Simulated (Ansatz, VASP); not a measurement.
# Cross-check of Mo (bcc) between VASP and Ansatz

Wanted: the spread between two codes on one cell, functional and k mesh. The cell is taken from a series of runs on this material, whose earlier steps may have relaxed, scaled, displaced or heated it; both programs get it as it stands.

Method: plane waves, with VASP 6.6.1 beside it; single point at HSE06, in Ansatz 0.2.0.

## (1) Set-up

The structure is cubic, space group Im-3m (No. 229). The conventional cell has a = 3.130 Å, b = 3.130 Å, c = 3.130 Å, α = 90.00°, β = 90.00°, γ = 90.00°. Mo has 8 Mo at 2.71 Å nearest.

As a file:

```xyz
1
Lattice="-1.5651 1.5651 1.5651 1.5651 -1.5651 1.5651 1.5651 1.5651 -1.5651" Properties=species:S:1:pos:R:3 pbc="T T T"
Mo    0.0000    0.0000    0.0000
```

## (2) VASP: single point, HSE06

With cell and atoms fixed, the geometry can't cause a difference; cores, projectors, grids and the points listed under the comparison can.

Lines of VASP's logs that name or quote its potential files are left out, and so is its time.

The run reads the wave functions of an earlier VASP run, which isn't shown here.

Input file INCAR:

```
SYSTEM = Mo
PREC = Accurate
ENCUT = 400
EDIFF = 1E-06
NELM = 100
ISMEAR = -1
SIGMA = 0.05
LREAL = .FALSE.
ALGO = Normal
LHFCALC = .TRUE.
AEXX = 0.25
GGA = PE
HFSCREEN = 0.208
LASPH = .TRUE.
NBANDS = 13
PRECFOCK = Fast
LORBIT = 11
LWAVE = .FALSE.
LCHARG = .FALSE.
KPAR = 8
ISIF = 2
```

Input file POSCAR:

```
Mo
1.0
   -1.5651195538      1.5651195538      1.5651195538
    1.5651195538     -1.5651195538      1.5651195538
    1.5651195538      1.5651195538     -1.5651195538
Mo
1
Direct
    0.0000000000      0.0000000000      0.0000000000
```

Input file KPOINTS:

```
Automatic mesh
0
Gamma
10 10 10
0 0 0
```

PAW data sets: Mo_sv (PBE family, release 64).

Run with:

```bash
> mpirun -np 8 vasp_std
```

Numbers of over 12 decimals in the logs are rounded to 6 here.

Output:

```text
[banner, memory and clock lines left out]
running    8 mpi-ranks, on    1 nodes
 distrk:  each k-point on    1 cores,    8 groups
 distr:  one band on    1 cores,    1 groups

 POSCAR found type information on POSCAR Mo
 POSCAR found :  1 types and       1 ions
|                                                                             |
|           W    W    AA    RRRRR   N    N  II  N    N   GGGG   !!!           |
|           W    W   A  A   R    R  NN   N  II  NN   N  G    G  !!!           |
|           W    W  A    A  R    R  N N  N  II  N N  N  G       !!!           |
|           W WW W  AAAAAA  RRRRR   N  N N  II  N  N N  G  GGG   !            |
|           WW  WW  A    A  R   R   N   NN  II  N   NN  G    G                |
|           W    W  A    A  R    R  N    N  II  N    N   GGGG   !!!           |
|                                                                             |
|     For optimal performance we recommend to set                             |
|       NCORE = 2 up to number-of-cores-per-socket                            |
|     NCORE specifies how many cores store one orbital (NPAR=cpu/NCORE).      |
|     This setting can greatly improve the performance of VASP for DFT.       |
|     The default, NCORE=1 might be grossly inefficient on modern             |
|     multi-core architectures or massively parallel machines. Do your        |
|     Unfortunately you need to use the default for GW and RPA                |
|     calculations (for HF NCORE is supported but not extensively tested      |
|     yet).                                                                   |
|                                                                             |

 LDA part: xc-table for (Slater+PW92), standard interpolation
 found WAVECAR, reading the header
 POSCAR, INCAR and KPOINTS ok, starting setup
 FFT: planning ... GRIDC
 FFT: planning ... GRID_SOFT
 FFT: planning ... GRID
 reading WAVECAR
 the WAVECAR file was read successfully
 initial charge from wavefunction
 entering main loop
       N       E                     dE             d eps       ncg     rms          rms(c)
DAV:   1    -0.128631671782E+02   -0.12863E+02   -0.20863E-01  1242   0.439E+00    0.196E+00
DAV:   2    -0.128608039096E+02    0.23633E-02   -0.15103E-02  1237   0.151E+00    0.927E-01
DAV:   3    -0.128575879552E+02    0.32160E-02   -0.51842E-03  1232   0.883E-01    0.251E-01
DAV:   4    -0.128575554388E+02    0.32516E-04   -0.64540E-04  1272   0.277E-01    0.108E-01
DAV:   5    -0.128576166664E+02   -0.61228E-04   -0.37380E-05  1317   0.660E-02    0.830E-02
DAV:   6    -0.128576120631E+02    0.46033E-05   -0.10568E-05  1267   0.438E-02    0.495E-02
DAV:   7    -0.128576057708E+02    0.62924E-05   -0.48763E-06  1272   0.281E-02    0.266E-02
DAV:   8    -0.128576040198E+02    0.17510E-05   -0.12771E-06   676   0.129E-02    0.144E-02
DAV:   9    -0.128576037643E+02    0.25547E-06   -0.44282E-07   616   0.688E-03
   1 F= -.12857604E+02 E0= -.12853854E+02  d E =-.750051E-02
```

From OUTCAR (step 2):

```text
ion  position               nearest neighbor table
   1  0.000  0.000  0.000-

  LATTYP: Found a body centered cubic cell.
 ALAT       =     3.1302391076

 Subroutine GETGRP returns: Found 48 space group operations
 (whereof 48 operations were pure point group operations)

The static configuration has the point symmetry O_h .

 Found     47 irreducible k-points:

   k-points           NKPTS =     47   k-points in BZ     NKDIM =   1000   number of bands    NBANDS=     13

   dimension x,y,z NGX =    18 NGY =   18 NGZ =   18
   dimension x,y,z NGXF=    36 NGYF=   36 NGZF=   36

   ENCUT  =  400.0 eV  29.40 Ry    5.42 a.u.   4.42  4.42  4.42*2*pi/ulx,y,z

   NELECT =      14.0000    total number of electrons

 k-points in reciprocal lattice and weights: Automatic mesh
   0.00000000  0.00000000  0.00000000       0.001
   0.10000000  0.00000000  0.00000000       0.012
   0.20000000  0.00000000  0.00000000       0.012
   0.30000000  0.00000000  0.00000000       0.012
   0.40000000  0.00000000  0.00000000       0.012
   0.50000000  0.00000000  0.00000000       0.006
   0.10000000  0.10000000  0.00000000       0.024
   0.20000000  0.10000000 -0.00000000       0.048
   0.30000000  0.10000000  0.00000000       0.048
[...]
0.50000000  0.50000000  0.40000000       0.012
   0.50000000  0.50000000  0.50000000       0.001

  exchange ACFDT corr.  =         0.00000000  see jH, gK, PRB 81, 115126

 average (electrostatic) potential at core
       1 -63.5191

 E-fermi :  12.8920

 k-point     1 :       0.0000    0.0000    0.0000
  band No.  band energies     occupation
    ...
      4     -24.3632      2.00000
      5       4.3402      2.00000
      6      11.0434      2.00000
      7      11.0434      2.00000
      8      11.0434      2.00000
      9      15.2725      0.00000
     10      15.2725      0.00000
     11      28.5501      0.00000
     12      28.5501      0.00000
     13      28.5501      0.00000

 k-point     2 :       0.1000    0.0000    0.0000
  band No.  band energies     occupation
    ...
      4     -24.3616      2.00000
      5       4.8366      2.00000
      6      10.7577      2.00000
      7      10.9957      2.00000
      8      11.5595      2.00000
      9      14.8590      0.00000
     10      15.2634      0.00000
     11      28.8965      0.00000
     12      29.3532      0.00000
     13      29.4882      0.00000

 k-point     3 :       0.2000    0.0000    0.0000
  band No.  band energies     occupation
    ...
      3     -24.5485      2.00000
      4     -24.3611      2.00000
      5       6.0349      2.00000
      6      10.0790      2.00000
      7      10.8046      2.00000
      8      13.0135      0.16194
      9      14.4471      0.00000
     10      15.3027      0.00000
     11      29.1386      0.00000
     12      30.7074      0.00000
    ...

  Total        0.1432265      0.1432265      0.1432265      0.0000000      0.0000000     -0.0000000
  in kB       14.9634428     14.9634428     14.9634428      0.0000000      0.0000000     -0.0000000
  external PRESSURE =      14.9634428 kB  Pullay stress =       0.0000000 kB

  energy-cutoff  :      400.00
  volume of cell :       15.34
      direct lattice vectors                 reciprocal lattice vectors
    -1.565119554  1.565119554  1.565119554     0.000000000  0.319464413  0.319464413
     1.565119554 -1.565119554  1.565119554     0.319464413  0.000000000  0.319464413
     1.565119554  1.565119554 -1.565119554     0.319464413  0.319464413  0.000000000

 POSITION                                       TOTAL-FORCE (eV/Angst)
 -----------------------------------------------------------------------------------
      0.00000      0.00000      0.00000         0.000000      0.000000      0.000000
 -----------------------------------------------------------------------------------
    total drift:                               -0.000000     -0.000000     -0.000000

  FREE ENERGIE OF THE ION-ELECTRON SYSTEM (eV)
  ---------------------------------------------------
  free  energy   TOTEN  =       -12.8576037643 eV

  energy  without entropy=      -12.8501032561  energy(sigma->0) =      -12.85385351

 total charge
# of ion       s       p       d       tot
------------------------------------------
    1        2.391   6.234   3.884  12.508

[... 3 further parts left out ...]
```

The k-mesh is coarse for a metal.

The run ends at a pressure of 1.50 GPa.

## (3) Ansatz: single point, HSE06

Ansatz runs on its PAW soft_1 files.

The same cell, functional, mesh and smearing now go to Ansatz.

Input file input.yaml:

```yaml
crystal:
  lattice:
    - [-1.5651195538, 1.5651195538, 1.5651195538]
    - [1.5651195538, -1.5651195538, 1.5651195538]
    - [1.5651195538, 1.5651195538, -1.5651195538]
  atoms:
    - { symbol: Mo, position: [0.0, 0.0, 0.0] }
basis:
  ecutwfc: 420
  xc_grid: 2
hamiltonian:
  xc: hse06
  pseudopotentials: { kind: paw, azcp: { folder: soft_1 } }
kpoints:
  mp_grid: { grid: [10, 10, 10] }
scf:
  occupations: { method: fermi_dirac, width: 0.05 }
  max_iter: 150
output:
  forces: true
  stress: true
checkpoint:
  write: "../Mo.hse06.run"
  compress: false
  write_wavefunctions: false
  write_every: 100000
```

Run with:

```bash
> ansatz run input.yaml --threads 4 --pin off --max-ram 13189MiB --backend cpu --events-out ev --progress --plain --runs-dir out
```

Output:

```text
Warning: output.stress: scf.convergence.dr2_threshold = 1e-7 eV (the SCF's general default) is looser than the 1e-10 eV advised for a printed stress (1e-10 eV for each atom of the cell: 1). What an SCF threshold leaves in a stress goes as its square root, and in the free energy as the threshold itself, and one threshold admits the most on a small cell: [figures from the program's tests cut] Set scf.convergence.dr2_threshold to 1e-10 eV or tighter. The threshold is an SCF's pass mark: one that does not reach it within its budget of iterations ends unconverged, or closes short of it on a stop that the run arms, and scf.convergence.dr2_threshold's page says what that costs each kind of run
Warning: output.stress: scf.exx.energy_threshold = 1e-6 eV is looser than the 1e-8 eV advised for a stress under a hybrid functional (1e-8 eV for each atom of the cell: 1). Every SCF of the exchange loop can meet its threshold on dr2 while the loop round them stops early: no threshold on dr2 bounds what that leaves in the stress. Set scf.exx.energy_threshold to 1e-8 eV or tighter. The threshold is the loop's pass mark: a loop that does not reach it within its budget of cycles ends unconverged, and scf.exx.energy_threshold's page has the law
Engine: ansatz 0.2.0, aarch64-unknown-linux-gnu
Pseudopotentials: kind: paw
Pseudopotential: Mo, paw, valence charge 14, recommended cutoff 420 eV (normal), soft_1/Mo.paw.azcp
Functional definition: HSE06
  parameter a = 0.25
  parameter omega = 0.11/bohr
  exchange = pbe_x - a*pbe_x_sr(omega) + a*exact_x_sr(omega)
  correlation = pbe_c
Crystal: 1 atoms, lattice volume = 15.336 Å³
Basis set: ecut = 420 eV, 321 PW (Γ), exchange–correlation on 40×40×40 points (8 copies of the dense FFT grid, shifted against one another)
Bands: 11, of which v1, the nominal top of the filled ones, is band 7 counted from 1 (6 counted from 0)
Symmetry: 48 space group operations
Space group: Im-3m (ITA 229), of the structure as read, at distance tolerance 2.5e-5 Å
k-points: 47 of 1000
Non-local potential: Mo, projectors of the file, l = 0: 3, l = 1: 2, l = 2: 2, l = 3: 1
PAW form: soft (Blöchl's): semilocal exchange-correlation on the pseudo side does not see the compensation charge
PAW frozen core: Mo, regenerated for the run's functional, and the local potential with it (the file was generated under x = pbe(κ = 0.804, μ = 0.219515), c = pbe(β = 0.066725))
PAW one-centre angular grid: Mo, 590 points (default); XC on 64 Gauss nodes
Initial density: superposition of atomic densities (chi_scale 0.1, normalization cell)
Initial wavefunctions: pseudopotential atomic-orbital guess
Functional: x = pbe(κ = 0.804, μ = 0.219515), c = pbe(β = 0.066725), warm-up for x = pbe(κ = 0.804, μ = 0.219515) + 0.25 (exact − pbe) at short range (hse, ω = 0.207870 Å⁻¹), c = pbe(β = 0.066725); HSE06 as pw.x's `hse` composes it (authors' and Libxc's form: `xc: wpbeh`)
SCF iter   1: F=—  HF=-4956.643669 eV  |F-HF|=—  |Δ(HF+E_count)|=         —  Δρ=1.08e-1  dr2=1.79e0  ethr=1.00e-1  ⟨swp⟩=4.5  Hψ=1395  notcnv=0
preconditioner: auto → none  [metal: Δε(μ)=0.105 eV  Ē_g=8.809 eV  σ=0.050 eV  W_gap=0.45  n_scr=0 (ndim 8)  ℏωp=23.2 eV  f_vac=0.000  D(μ)=0.59/eV (n_scr^D=0)]
iter 2 solved again at ethr=3.11e-4 eV; its pass at ethr=1.28e-2 eV (dr2=4.35e-2 eV) is discarded
SCF iter   2: F=—  HF=-4956.038865 eV  |F-HF|=—  |Δ(HF+E_count)|=   6.05e-1  Δρ=3.07e-2  dr2=4.63e-2  ethr=3.11e-4  ⟨swp⟩=3.1  Hψ=2394  notcnv=0  defer=6
SCF iter   3: F=—  HF=-4956.035524 eV  |F-HF|=—  |Δ(HF+E_count)|=   3.34e-3  Δρ=1.37e-2  dr2=9.33e-3  ethr=3.11e-4  ⟨swp⟩=2.1  Hψ=936  notcnv=0  defer=4
SCF iter   4: F=—  HF=-4956.035192 eV  |F-HF|=—  |Δ(HF+E_count)|=   3.32e-4  Δρ=4.68e-4  dr2=8.41e-6  ethr=6.67e-5  ⟨swp⟩=2.1  Hψ=976  notcnv=0  defer=6
SCF iter   5: F=—  HF=-4956.035194 eV  |F-HF|=—  |Δ(HF+E_count)|=   2.23e-6  Δρ=2.07e-5  dr2=1.69e-8  ethr=6.01e-8  ⟨swp⟩=3.3  Hψ=1203  notcnv=0  defer=2
SCF iter   6: F=-4956.035194 eV  HF=-4956.035194 eV  |F-HF|=1.52e-10  |Δ(HF+E_count)|=   1.15e-8  Δρ=2.79e-6  dr2=2.82e-10  ethr=1.21e-10  ⟨swp⟩=3.0  Hψ=1104  notcnv=0
SCF 1 converged in 6 iterations: F = -4956.035194 eV  dr2 = 2.82e-10
  greatest PAW one-centre occupation: 0.999 electrons in one spin orbital (limit 2), on the Mo atom at site 0 (counted from 0), in its partial waves of l = 0
Initial density: handed on by an earlier stage of this run
Initial wavefunctions: those handed on with the density
Functional: x = pbe(κ = 0.804, μ = 0.219515) + 0.25 (exact − pbe) at short range (hse, ω = 0.207870 Å⁻¹), c = pbe(β = 0.066725); HSE06 as pw.x's `hse` composes it (authors' and Libxc's form: `xc: wpbeh`)
Exchange kernel: α = 0.2500, screened, ω = 0.2079 Å⁻¹, Wigner–Seitz truncation, v(0) = 1046.9037 eV·Å³, q-mesh 10×10×10, nearest image of the exchange supercell L = 27.11 Å, pair-density grid 12×12×12, without the augmentation charges, whose exchange is taken in its separable form by FFT convolution over the k-point mesh (sized by the pseudopotential files, 15×15×15 at the most), smooth part of the exact exchange by density-matrix convolution
Frozen-core exchange: fock
iter 1 solved again at ethr=2.53e-4 eV; its pass at ethr=1.00e-1 eV (dr2=3.54e-2 eV) is discarded
SCF iter   1: F=—  HF=-4957.944817 eV  |F-HF|=—  |Δ(HF+E_count)|=         —  Δρ=1.54e-2  dr2=4.01e-2  ethr=2.53e-4  ⟨swp⟩=3.1  Hψ=2131  notcnv=0
preconditioner: auto → none  [metal: Δε(μ)=0.022 eV  Ē_g=9.716 eV  σ=0.050 eV  W_gap=0.11  n_scr=0 (ndim 8)  ℏωp=23.2 eV  f_vac=0.000  D(μ)=0.96/eV (n_scr^D=12)]
SCF iter   2: F=—  HF=-4957.929807 eV  |F-HF|=—  |Δ(HF+E_count)|=   1.50e-2  Δρ=3.56e-3  dr2=2.46e-3  ethr=2.53e-4  ⟨swp⟩=3.0  Hψ=1206  notcnv=0
SCF iter   3: F=—  HF=-4957.939438 eV  |F-HF|=—  |Δ(HF+E_count)|=   9.63e-3  Δρ=3.68e-3  dr2=1.21e-3  ethr=3.71e-6  ⟨swp⟩=3.3  Hψ=1216  notcnv=0
SCF iter   4: F=—  HF=-4957.939075 eV  |F-HF|=—  |Δ(HF+E_count)|=   3.64e-4  Δρ=1.33e-3  dr2=1.49e-4  ethr=3.71e-6  ⟨swp⟩=3.0  Hψ=997  notcnv=0
SCF iter   5: F=—  HF=-4957.939416 eV  |F-HF|=—  |Δ(HF+E_count)|=   3.41e-4  Δρ=4.67e-4  dr2=3.40e-5  ethr=5.36e-7  ⟨swp⟩=2.9  Hψ=951  notcnv=0
SCF iter   6: F=-4957.939406 eV  HF=-4957.939406 eV  |F-HF|=4.31e-9  |Δ(HF+E_count)|=   9.13e-6  Δρ=1.63e-5  dr2=2.94e-6  ethr=1.75e-7  ⟨swp⟩=3.0  Hψ=995  notcnv=0
SCF 2 stopped early in 6 iterations: F = -4957.939406 eV  dr2 = 2.94e-6
hybrid outer 1: dexx = +1.189e-2 eV, tail = 2.19e-5 eV
Exchange kernel: α = 0.2500, screened, ω = 0.2079 Å⁻¹, Wigner–Seitz truncation, v(0) = 1046.9037 eV·Å³, q-mesh 10×10×10, nearest image of the exchange supercell L = 27.11 Å, pair-density grid 12×12×12, without the augmentation charges, whose exchange is taken in its separable form by FFT convolution over the k-point mesh (sized by the pseudopotential files, 15×15×15 at the most), smooth part of the exact exchange by density-matrix convolution
Frozen-core exchange: fock
SCF iter   1: F=—  HF=-4957.939375 eV  |F-HF|=—  |Δ(HF+E_count)|=         —  Δρ=1.25e-4  dr2=1.85e-6  ethr=7.82e-7  ⟨swp⟩=3.8  Hψ=1398  notcnv=0
preconditioner: auto → none  [metal: Δε(μ)=0.125 eV  Ē_g=9.699 eV  σ=0.050 eV  W_gap=0.43  n_scr=0 (ndim 8)  ℏωp=23.2 eV  f_vac=0.000  D(μ)=0.99/eV (n_scr^D=12)]
SCF iter   2: F=—  HF=-4957.939375 eV  |F-HF|=—  |Δ(HF+E_count)|=   5.50e-7  Δρ=2.93e-5  dr2=1.27e-7  ethr=1.16e-8  ⟨swp⟩=3.0  Hψ=1015  notcnv=0
SCF iter   3: F=—  HF=-4957.939375 eV  |F-HF|=—  |Δ(HF+E_count)|=   5.37e-7  Δρ=1.94e-5  dr2=6.68e-8  ethr=1.27e-10  ⟨swp⟩=3.7  Hψ=1384  notcnv=0  defer=2
SCF iter   4: F=-4957.939375 eV  HF=-4957.939375 eV  |F-HF|=6.37e-12  |Δ(HF+E_count)|=   2.30e-8  Δρ=7.10e-7  dr2=6.74e-9  ethr=1.27e-10  ⟨swp⟩=3.0  Hψ=1117  notcnv=0
SCF 3 converged in 4 iterations: F = -4957.939375 eV  dr2 = 6.74e-9
  Residual-converged pass: ⟨swp⟩=2.5  Hψ=882  notcnv=0  max |occ|·‖R‖ = 2.4e-6 eV (tolerance 2.4e-6 eV)  dr2=6.74e-9  dr2_onsite=3.68e-12  max |Δocc| = 3.4e-12
hybrid outer 2: dexx = +7.780e-7 eV, tail = 2.36e-8 eV, Δε = 4.02e-3 eV (about 1.36e-4 eV left of the loop's levels)
hybrid SCF converged: 2 outer / 10 inner (+6 warm-up), last move |dexx| = 7.78e-7 eV, tail = 2.36e-8 eV
Stability not checked: this state was not tested for a lower state beside it, because the functional holds exact exchange (a hybrid, or Hartree-Fock), whose exchange loop this test does not read (fock_operator; see scf.lower_state_search)
Free energy (F): -4957.939375 eV
Frozen-core exchange: fock
Harris-Foulkes:  -4957.939375 eV  (|F-HF|=7.28e-12)
Internal energy: -4957.931864 eV  (E = F + TS)
E sigma→0 (E₀):  -4957.935620 eV
Entropy (-TS):   -0.007511 eV (-7.511 meV/atom)
Fermi energy:    21.535330 eV
--- Per-component energies (eV) ---
  E_band       = -78.239987
  E_kinetic    = 422.271945
  E_local      = -750.206714  (includes V_loc(G=0)·N_el)
  E_nonlocal   = 145.902520
  E_hartree    = 254.756647
  E_xc         = -141.700426
  E_vxc        = -175.118720  (∫ρ·V_xc dr)
  E_exx        = -41.769578  (= α·E_x^exact, valence–valence)
  E_paw        = -3206.118462  (= ΣΔE_a)
  E_vpaw       = -147.063345  (= ΣTr[D̂ρ^β])
  E_aug_tail   = 0.000053  (compensation charges beyond the density's cutoff)
  E_ewald      = -1640.628600
  E_core_change = -0.439249  (= ΣΔE_core)
  E_smearing   = -0.007511  (= −TS)
  E_closure    = 0.000000  (closes the sum)
  Σ components = -4957.939375   (vs F -4957.939375, Δ=-9.09e-13)
--- Forces (eV/Å), atoms counted from 1 ---
  atom   1  Mo    -0.00000000     0.00000000     0.00000000
  max |Σ_I F_I| component: 6.78e-32 eV/Å
--- Stress (GPa, compression-positive) ---
        1.488747       0.000000       0.000000
       -0.000000       1.488747       0.000000
        0.000000       0.000000       1.488747
  P = ⅓ Tr σ = 1.4887 GPa (14.887 kbar)
--- Band table (eV; the first three rows and the last of 47) ---
  k-point 0: bands = ["-44.0350", "-15.7102", "-15.7102", "-15.7102", "12.9941", "19.6888", "19.6888", "19.6888", "23.9183", "23.9183"]
  k-point 1: bands = ["-44.0049", "-15.8845", "-15.7624", "-15.7098", "13.4902", "19.4030", "19.6409", "20.2044", "23.5040", "23.9085"]
  k-point 2: bands = ["-43.9251", "-16.3272", "-15.8965", "-15.7091", "14.6875", "18.7249", "19.4500", "21.6582", "23.0922", "23.9478"]
  k-point 46: bands = ["-43.4863", "-16.8410", "-16.8410", "-16.8410", "15.1190", "15.1190", "26.1665", "26.1665", "26.1665", "31.3597"]
  guard bands above this table: 1 of the run's 11 bands, where the rule asks 2: the bands that hold charge and the lowest empty level above them stay in the table. The solve was not asked for them (output.publish_guard_bands: true or output.eigenvalues: true publishes all)
```

The run ends at a pressure of 1.49 GPa.

## (4) Differences

Known differences besides the potentials themselves: exact exchange at q = 0 is treated differently, which shows on coarse meshes; VASP keeps PBE cores, Ansatz makes them for the functional; the cutoff is 420 eV in Ansatz and 400 eV in VASP; VASP takes a coarser grid for exact exchange (PRECFOCK = Fast). Total energies have different zeros and are not compared.

The two programs side by side:

| quantity | Ansatz | VASP | difference |
| --- | --- | --- | --- |
| pressure (GPa) | 1.49 | 1.50 | -0.01 |

## (5) Summary of results

| Property | Result |
| --- | --- |
| difference in pressure (single point, HSE06) | -0.0076 GPa |

**Reading.** The difference in pressure is -0.0076 GPa (single point, HSE06), within the 1 GPa picked in this series as the mark of a large difference. How closely two codes agree says nothing of how well the functional describes the real material.

[Lines on the potential files, build, host, timing and source positions are cut from VASP's logs without a mark.]

[Logs are printed without paths, hosts, clocks, repeated set-up lines and the standing remarks that a program may print on its own settings, such as how far it seeks lower states.]

[Hosts, paths, dates, database ids (printed as entryN), source tags and the programs' standing remarks are cut or masked in the printed files.]
